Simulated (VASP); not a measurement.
A VASP calculation is set up with these files.

File KPOINTS:
```
k-points along high-symmetry lines
6
Line-mode
Reciprocal
  0.000000   0.000000   0.000000 ! GAMMA
  0.500000  -0.500000   0.500000 ! H

  0.500000  -0.500000   0.500000 ! H
  0.000000  -0.000000   0.500000 ! N

  0.000000  -0.000000   0.500000 ! N
  0.000000   0.000000   0.000000 ! GAMMA

  0.000000   0.000000   0.000000 ! GAMMA
  0.250000   0.250000   0.250000 ! P

  0.250000   0.250000   0.250000 ! P
  0.500000  -0.500000   0.500000 ! H

  0.250000   0.250000   0.250000 ! P
  0.000000  -0.000000   0.500000 ! N
```

INCAR:
```
SYSTEM = Fe
PREC = Accurate
ENCUT = 400
EDIFF = 1E-6
NELM = 100
ALGO = Normal
LREAL = .FALSE.
LASPH = .TRUE.
ISMEAR = 1
SIGMA = 0.1
GGA = PE
LMAXMIX = 4
ISPIN = 2
MAGMOM = 2.5
LORBIT = 10
LWAVE = .FALSE.
LCHARG = .FALSE.
ISIF = 2
```

### POSCAR
```
Fe
1
   -1.4350000000     1.4350000000     1.4350000000
    1.4350000000    -1.4350000000     1.4350000000
    1.4350000000     1.4350000000    -1.4350000000
Fe
1
Direct
  0.0000000000   0.0000000000   0.0000000000
```

POTCAR, in this order: Fe (PBE.64 set). Program: vasp_std.

The run wrote:

### standard output
```
 POSCAR found type information on POSCAR Fe
 POSCAR found :  1 types and       1 ions
 Reading from existing POTCAR
 Reading from existing POTCAR
 LDA part: xc-table for (Slater+PW92), standard interpolation
 POSCAR, INCAR and KPOINTS ok, starting setup
 WAVECAR not read
 entering main loop
       N       E                     dE             d eps       ncg     rms          rms(c)
DAV:   1     0.125982404393E+02    0.12598E+02   -0.34313E+03  1368   0.871E+02
DAV:   2    -0.909842907027E+01   -0.21697E+02   -0.19696E+02  1328   0.117E+02
DAV:   3    -0.935181754001E+01   -0.25339E+00   -0.25312E+00  1541   0.171E+01
DAV:   4    -0.935270378053E+01   -0.88624E-03   -0.88618E-03  1456   0.896E-01
DAV:   5    -0.935271107354E+01   -0.72930E-05   -0.72935E-05  1455   0.666E-02    0.108E+01
DAV:   6    -0.874032420952E+01    0.61239E+00   -0.95913E+00  1350   0.487E+01    0.543E+00
DAV:   7    -0.868588094689E+01    0.54443E-01   -0.80971E-01  1355   0.141E+01    0.346E+00
DAV:   8    -0.867123689435E+01    0.14644E-01   -0.58015E-02  1386   0.341E+00    0.225E+00
DAV:   9    -0.866942250078E+01    0.18144E-02   -0.31153E-02  1367   0.273E+00    0.918E-01
DAV:  10    -0.867129812525E+01   -0.18756E-02   -0.35453E-04  1535   0.244E-01    0.505E-01
DAV:  11    -0.867222910730E+01   -0.93098E-03   -0.42145E-03  1466   0.629E-01    0.160E-01
DAV:  12    -0.867237563742E+01   -0.14653E-03   -0.10450E-04  1411   0.154E-01    0.821E-02
DAV:  13    -0.867241282808E+01   -0.37191E-04   -0.48052E-05  1456   0.734E-02    0.654E-02
DAV:  14    -0.867240362805E+01    0.92000E-05   -0.38452E-05  1332   0.969E-02    0.451E-02
DAV:  15    -0.867241503458E+01   -0.11407E-04   -0.12479E-05  1136   0.340E-02    0.398E-03
DAV:  16    -0.867241491003E+01    0.12454E-06   -0.19819E-07   649   0.588E-03
   1 F= -.86724149E+01 E0= -.86714856E+01  d E =-.278805E-02  mag=     2.2228
```

**OUTCAR**
```
------------------------ aborting loop because EDIFF is reached ----------------------------------------
  FORCE on cell =-STRESS in cart. coord.  units (eV):
  Direction    XX          YY          ZZ          XY          YZ          ZX
  --------------------------------------------------------------------------------------
  Total       -1.1619442     -1.1619442     -1.1619442      0.0000000     -0.0000000      0.0000000
  in kB     -157.4998555   -157.4998555   -157.4998555      0.0000000     -0.0000000      0.0000000
  external PRESSURE =    -157.4998555 kB  Pullay stress =       0.0000000 kB
  volume of cell :       11.82
      direct lattice vectors                 reciprocal lattice vectors
    -1.435000000  1.435000000  1.435000000     0.000000000  0.348432056  0.348432056
     1.435000000 -1.435000000  1.435000000     0.348432056  0.000000000  0.348432056
     1.435000000  1.435000000 -1.435000000     0.348432056  0.348432056  0.000000000
 POSITION                                       TOTAL-FORCE (eV/Angst)
 -----------------------------------------------------------------------------------
      0.00000      0.00000      0.00000         0.000000      0.000000      0.000000
 -----------------------------------------------------------------------------------
    total drift:                                0.000000      0.000000      0.000000
  FREE ENERGIE OF THE ION-ELECTRON SYSTEM (eV)
  ---------------------------------------------------
  free  energy   TOTEN  =        -8.6724149100 eV

  energy  without entropy=       -8.6696268622  energy(sigma->0) =       -8.67148556

 total charge

# of ion       s       p       d       tot
------------------------------------------
    1        0.459   0.430   6.338   7.227

 magnetization (x)

# of ion       s       p       d       tot
------------------------------------------
    1       -0.006   0.013   2.185   2.193
```
(Selected blocks of OUTCAR.)

Read input and log: which fault does this run have?
A) EDIFFG is positive, so the stop tests the energy change and not the forces
B) a line-mode KPOINTS file was used for a self-consistent run
C) the Γ-only program was given a k-mesh
D) fractional coordinates stand under the word Cartesian

B, a line-mode KPOINTS file was used for a self-consistent run. The run ends without an error. Against the sound run, the energy per atom (σ→0) falls by 0.445 eV/atom; the pressure drops by 7.66 GPa; the cell moment hardly moves.

To mend it, correct KPOINTS.
KPOINTS:
```
Automatic mesh
0
Gamma
13 13 13
0 0 0
```
The mended run (PBE GGA, plane waves, VASP's PBE PAW potentials (set 64)) converges, and its OSZICAR ends with
```
   1 F= -.82262588E+01 E0= -.82261999E+01  d E =-.176767E-03  mag=     2.2181
```

The compound is Fe in the bcc structure. The cell was not relaxed at this level.
